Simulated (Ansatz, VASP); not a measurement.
# Two plane-wave programs on LaMg6Si

```
La Si Mg
1.0
     4.90021    0.00000    0.00000
     0.00000    2.95612    6.73049
     0.00000   -2.95612    6.73049
La Si Mg
1 1 6
Direct
  0.50000 0.19742 0.19742
  0.50000 0.62886 0.62886
  0.00000 0.78508 0.78508
  0.00000 0.36191 0.36191
  0.00000 0.32439 0.82114
  0.00000 0.82114 0.32439
  0.50000 0.18685 0.69434
  0.50000 0.69434 0.18685
```

The cell comes from a database or a generator and needn't be the stable form of this composition.

Alike in both runs: task single point; functional LDA; k mesh 6 × 5 × 5; occupations gaussian, width 0.02 eV; no spin polarisation.

|  | VASP | Ansatz |
| --- | --- | --- |
| version | VASP 6.6.1 | Ansatz 0.2.0 |
| potentials or method | VASP PAW LDA potentials, release 64 (La, Si, Mg) | Ansatz PAW |
| plane-wave cutoff (eV) | 500 | 420 |
| valence electrons in the cell | 27 | 75 |

```csv
,VASP,Ansatz,Ansatz less VASP
gap on the k mesh at the Fermi level (eV),none,none,-
pressure (GPa),-2.8,-2.5,+0.33
largest component of the traceless stress (GPa),0.08,0.05,-0.033
rms of the force components (eV/Å),0.024,0.022,-0.0022
```

Atom by atom the forces differ by 0.003 eV/Å (rms over components). A gap of «none» marks a metal or a gap that the smearing closes. The two sets of potentials don't hold the same shells in valence.

Caveats: the PAW data sets come from PBE, with cores solved anew for the run's functional, which leaves a small shift of forces and pressure (Ansatz). The runs have no spin-orbit coupling, so splittings on La are missing.
